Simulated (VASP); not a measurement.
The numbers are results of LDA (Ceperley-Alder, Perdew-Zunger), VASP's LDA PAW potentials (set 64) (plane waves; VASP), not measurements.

The input files of a VASP run:

**KPOINTS**
```
Automatic mesh
0
gamma
  16 16 16
```

**INCAR**
```
ALGO  =  Normal
EDIFF  =  1E-6
EDIFFG  =  -0.02
ENCUT  =  500
IBRION  =  2
ISIF  =  3
ISMEAR  =  1
LASPH  =  .True.
LCHARG  =  .False.
LMAXMIX  =  6
LREAL  =  .False.
LWAVE  =  .False.
NELM  =  100
NSW  =  40
PREC  =  Accurate
PSTRESS  =  50
SIGMA  =  0.1
SYSTEM  =  Ir
```

File POSCAR:
```
Ir
1.0
  0.0000000000   1.9098558015   1.9098558015
  1.9098558015   0.0000000000   1.9098558015
  1.9098558015   1.9098558015   0.0000000000
Ir
1
Direct
  0.0000000000   0.0000000000   0.0000000000
```

POTCAR, in this order: Ir (LDA.64 set). Program: vasp_std.

What VASP printed:

File OSZICAR:
```
       N       E                     dE             d eps       ncg     rms          rms(c)
DAV:   1     0.411028197710E+02    0.41103E+02   -0.44119E+03  2360   0.100E+03
DAV:   2    -0.102757357724E+02   -0.51379E+02   -0.49841E+02  2336   0.207E+02
DAV:   3    -0.109186626392E+02   -0.64293E+00   -0.64216E+00  3360   0.310E+01
DAV:   4    -0.109229519568E+02   -0.42893E-02   -0.42881E-02  2992   0.185E+00
DAV:   5    -0.109229828802E+02   -0.30923E-04   -0.30923E-04  3440   0.898E-02    0.164E+01
DAV:   6    -0.104152878644E+02    0.50770E+00   -0.10662E+00  2760   0.146E+01    0.659E+00
DAV:   7    -0.103231393154E+02    0.92149E-01   -0.29779E-01  3056   0.705E+00    0.158E+00
DAV:   8    -0.103164829354E+02    0.66564E-02   -0.21985E-03  2568   0.768E-01    0.494E-01
DAV:   9    -0.103155275853E+02    0.95535E-03   -0.78582E-04  3136   0.498E-01    0.358E-02
DAV:  10    -0.103155247154E+02    0.28699E-05   -0.67984E-06  3112   0.337E-02    0.627E-03
DAV:  11    -0.103155247539E+02   -0.38545E-07   -0.17723E-07  1912   0.314E-03
   1 F= -.98807231E+01 E0= -.98806382E+01  d E =-.988072E+01
       N       E                     dE             d eps       ncg     rms          rms(c)
DAV:   1    -0.104305354809E+02   -0.11501E+00   -0.78189E+00  2496   0.483E+01    0.595E+00
DAV:   2    -0.102608979740E+02    0.16964E+00   -0.39081E-01  2640   0.925E+00    0.152E+00
DAV:   3    -0.102393280039E+02    0.21570E-01   -0.87184E-02  2848   0.404E+00    0.356E-01
DAV:   4    -0.102393011828E+02    0.26821E-04   -0.86481E-04  3192   0.261E-01    0.158E-01
DAV:   5    -0.102394071674E+02   -0.10598E-03   -0.38734E-04  3072   0.153E-01    0.824E-03
DAV:   6    -0.102394177825E+02   -0.10615E-04   -0.70993E-06  3208   0.203E-02    0.250E-03
DAV:   7    -0.102394180097E+02   -0.22720E-06   -0.16350E-07  1608   0.295E-03
   2 F= -.98314494E+01 E0= -.98313510E+01  d E =0.492737E-01
       N       E                     dE             d eps       ncg     rms          rms(c)
DAV:   1    -0.104392861141E+02   -0.19987E+00   -0.51560E+00  2496   0.394E+01    0.364E+00
DAV:   2    -0.103262584960E+02    0.11303E+00   -0.29107E-01  2576   0.769E+00    0.159E+00
DAV:   3    -0.103131263543E+02    0.13132E-01   -0.58333E-02  2880   0.318E+00    0.463E-01
DAV:   4    -0.103130405499E+02    0.85804E-04   -0.82222E-04  3072   0.317E-01    0.122E-01
DAV:   5    -0.103130758921E+02   -0.35342E-04   -0.75328E-05  3352   0.629E-02    0.182E-02
DAV:   6    -0.103130828211E+02   -0.69291E-05   -0.31309E-06  2960   0.117E-02    0.175E-03
DAV:   7    -0.103130828381E+02   -0.17006E-07   -0.41578E-08  1288   0.212E-03
   3 F= -.98833468E+01 E0= -.98832584E+01  d E =-.262367E-02
```

### OUTCAR
```
------------------------ aborting loop because EDIFF is reached ----------------------------------------
  FORCE on cell =-STRESS in cart. coord.  units (eV):
  Direction    XX          YY          ZZ          XY          YZ          ZX
  --------------------------------------------------------------------------------------
  Total        0.4191130      0.4191130      0.4191130     -0.0000000     -0.0000000      0.0000000
  in kB       48.7640043     48.7640043     48.7640043     -0.0000000     -0.0000000      0.0000000
  external PRESSURE =      -1.2359957 kB  Pullay stress =      50.0000000 kB
  volume of cell :       13.77
      direct lattice vectors                 reciprocal lattice vectors
     0.000000000  1.902409991  1.902409991    -0.262824524  0.262824524  0.262824524
     1.902409991  0.000000000  1.902409991     0.262824524 -0.262824524  0.262824524
     1.902409991  1.902409991  0.000000000     0.262824524  0.262824524 -0.262824524
 POSITION                                       TOTAL-FORCE (eV/Angst)
 -----------------------------------------------------------------------------------
      0.00000      0.00000      0.00000         0.000000      0.000000      0.000000
 -----------------------------------------------------------------------------------
    total drift:                               -0.000000     -0.000000     -0.000000
  FREE ENERGIE OF THE ION-ELECTRON SYSTEM (eV)
  ---------------------------------------------------
  free  energy   TOTEN  =       -10.3130828381 eV

  energy  without entropy=      -10.3128176688  energy(sigma->0) =      -10.31299445
  enthalpy is  TOTEN    =        -9.8833468039 eV   P V=        0.4297360343

 reached required accuracy - stopping structural energy minimisation
```
(Selected blocks of OUTCAR.)

**CONTCAR**
```
Ir
   1.00000000000000
     0.0000000000000000    1.9024099907976402    1.9024099907976402
     1.9024099907976402    0.0000000000000000    1.9024099907976402
     1.9024099907976402    1.9024099907976402    0.0000000000000000
  Ir
     1
Direct
     0.0000000000000000    0.0000000000000000    0.0000000000000000
```

The compound is Ir in the fcc structure. This run relaxes it under an external pressure of 5 GPa. Symmetry was kept, so distortions that lower it aren't found.
